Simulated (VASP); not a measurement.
Level of theory: PBE GGA, VASP's PBE PAW potentials (set 64) (plane waves; VASP 6.6.1).

The input files of a VASP run:

KPOINTS:
```
Automatic
0
gamma
12 12 7
0 0 0
```

### INCAR
```
ALGO = Normal
EDIFF = 1E-6
ENCUT = 400
GGA = PE
ISIF = 2
ISMEAR = 1
ISPIN = 2
LASPH = .True.
LCHARG = .False.
LMAXMIX = 4
LREAL = .False.
LWAVE = .False.
MAGMOM = 1.0 1.0
NELM = 100
PREC = Accurate
SIGMA = 0.1
SYSTEM = Ru
```

File POSCAR:
```
Ru
1
    1.3550000000    -2.3469290000     0.0000000000
    1.3550000000     2.3469290000     0.0000000000
    0.0000000000     0.0000000000     4.2800000000
Ru
2
Direct
  0.3333330000   0.6666670000   0.2500000000
  0.6666670000   0.3333330000   0.7500000000
```

POTCAR, in this order: Ru_pv (PBE.64 set). Program: vasp_std.

What VASP printed:

OSZICAR:
```
       N       E                     dE             d eps       ncg     rms          rms(c)
DAV:   1     0.243646876121E+03    0.24365E+03   -0.15616E+04  5848   0.135E+03
DAV:   2    -0.145587846593E+02   -0.25821E+03   -0.25169E+03  6037   0.428E+02
DAV:   3    -0.195198714769E+02   -0.49611E+01   -0.49107E+01  6309   0.658E+01
DAV:   4    -0.195613354592E+02   -0.41464E-01   -0.41447E-01  7774   0.573E+00
DAV:   5    -0.195619275666E+02   -0.59211E-03   -0.59203E-03  6456   0.537E-01    0.185E+01
DAV:   6    -0.185490358867E+02    0.10129E+01   -0.31606E+00  6340   0.180E+01    0.486E+00
DAV:   7    -0.184760652717E+02    0.72971E-01   -0.32603E-01  6550   0.489E+00    0.213E+00
DAV:   8    -0.184745932538E+02    0.14720E-02   -0.14863E-02  6448   0.850E-01    0.751E-01
DAV:   9    -0.184708706226E+02    0.37226E-02   -0.21594E-03  6445   0.526E-01    0.259E-01
DAV:  10    -0.184706330647E+02    0.23756E-03   -0.79384E-04  6469   0.315E-01    0.466E-02
DAV:  11    -0.184706541652E+02   -0.21101E-04   -0.36652E-05  6504   0.624E-02    0.232E-02
DAV:  12    -0.184706589193E+02   -0.47540E-05   -0.34729E-06  6354   0.174E-02    0.105E-02
DAV:  13    -0.184706589083E+02    0.10965E-07   -0.54978E-07  3949   0.704E-03
   1 F= -.18470659E+02 E0= -.18470653E+02  d E =-.172306E-04  mag=    -0.0000
```

**OUTCAR**
```
------------------------ aborting loop because EDIFF is reached ----------------------------------------
  FORCE on cell =-STRESS in cart. coord.  units (eV):
  Direction    XX          YY          ZZ          XY          YZ          ZX
  --------------------------------------------------------------------------------------
  Total        0.3491378      0.3491378      0.5562275      0.0000000      0.0000000      0.0000000
  in kB       20.5491765     20.5491792     32.7378382      0.0000000      0.0000000      0.0000000
  external PRESSURE =      24.6120646 kB  Pullay stress =       0.0000000 kB
  volume of cell :       27.22
      direct lattice vectors                 reciprocal lattice vectors
     1.355000000 -2.346929000  0.000000000     0.369003690 -0.213044366  0.000000000
     1.355000000  2.346929000  0.000000000     0.369003690  0.213044366  0.000000000
     0.000000000  0.000000000  4.280000000     0.000000000  0.000000000  0.233644860
 POSITION                                       TOTAL-FORCE (eV/Angst)
 -----------------------------------------------------------------------------------
      1.35500      0.78231      1.07000         0.000000      0.000000      0.000000
      1.35500     -0.78231      3.21000        -0.000000     -0.000000      0.000000
 -----------------------------------------------------------------------------------
    total drift:                               -0.000000      0.000509     -0.000045
  FREE ENERGIE OF THE ION-ELECTRON SYSTEM (eV)
  ---------------------------------------------------
  free  energy   TOTEN  =       -18.4706589083 eV

  energy  without entropy=      -18.4706416777  energy(sigma->0) =      -18.47065316
```
(Selected blocks of OUTCAR.)

### OUTCAR
```
 val. band max:       12.8236792342   @ k =   0.3333   0.1667   0.2857

 cond. band min:      12.8459018796   @ k =   0.3333   0.0833   0.2857


 Fermi energy:        12.8242302178

 spin component 1

 k-point     1 :       0.0000    0.0000    0.0000
  band No.  band energies     occupation
      1     -30.8457      1.00000
      2     -29.9318      1.00000
      3     -29.9318      1.00000
      4     -29.7619      1.00000
      5     -29.7619      1.00000
      6     -29.7081      1.00000
      7       4.8183      1.00000
      8       6.6110      1.00000
      9      10.2002      1.00000
     10      10.2002      1.00000
     11      10.4028      1.00000
     12      10.8822      1.00000
     13      10.8822      1.00000
     14      11.3951      1.00000
     15      11.3951      1.00000
     16      13.9705     -0.00000
     17      13.9705     -0.00000
     18      14.1124     -0.00000
     19      23.0784      0.00000

 k-point     2 :       0.0833   -0.0000    0.0000
  band No.  band energies     occupation
      1     -30.8224      1.00000
      2     -29.9810      1.00000
      3     -29.9486      1.00000
      4     -29.8130      1.00000
      5     -29.7685      1.00000
      6     -29.7187      1.00000
      7       5.0735      1.00000
      8       6.8033      1.00000
      9       9.7948      1.00000
     10      10.4071      1.00000
     11      10.7195      1.00000
     12      10.8088      1.00000
     13      11.0726      1.00000
     14      11.1275      1.00000
     15      11.2410      1.00000
     16      12.4784      1.00001
     17      14.0660     -0.00000
     18      15.9701      0.00000
     19      23.0449      0.00000

 k-point     3 :       0.1667    0.0000    0.0000
  band No.  band energies     occupation
      1     -30.7556      1.00000
      2     -30.1158      1.00000
      3     -29.9924      1.00000
      4     -29.9505      1.00000
      5     -29.7880      1.00000
...
```

The compound is Ru in the hcp structure. The cell was not relaxed at this level.
